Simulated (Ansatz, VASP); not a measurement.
**One calculation of GaPt3, two programs**

```xyz
4
Lattice="3.9099 0.0000 0.0000 0.0000 3.9099 0.0000 0.0000 0.0000 3.9099" Properties=species:S:1:pos:R:3 pbc="T T T"
Ga    0.0000    0.0000    0.0000
Pt    0.0000    1.9549    1.9549
Pt    1.9549    1.9549    0.0000
Pt    1.9549    0.0000    1.9549
```

Alike in both runs: task electric field gradients; functional LDA; k mesh 9 × 9 × 9; occupations fermi-dirac, width 0.03 eV; no spin polarisation.

|  | VASP | Ansatz |
| --- | --- | --- |
| version | VASP 6.6.1 | Ansatz 0.2.0 |
| potentials or method | VASP PAW LDA potentials, release 64 (Ga_d, Pt), cutoff 520 eV | all-electron PAW with datasets made for the crystal, scalar-relativistic |

```tsv
	VASP	Ansatz	Ansatz less VASP
pressure (GPa)	-7.9	-8.6	-0.68
Vzz of the field gradient on the site that differs most (V/Å²)	-156.7	-130.2	+26.44
```

Ansatz ran all-electron here, so the differences hold the error of VASP's frozen core and of both bases. Ansatz warned: «gradients_without_spin_orbit».

The runs have no spin-orbit coupling, so splittings on Pt are missing.
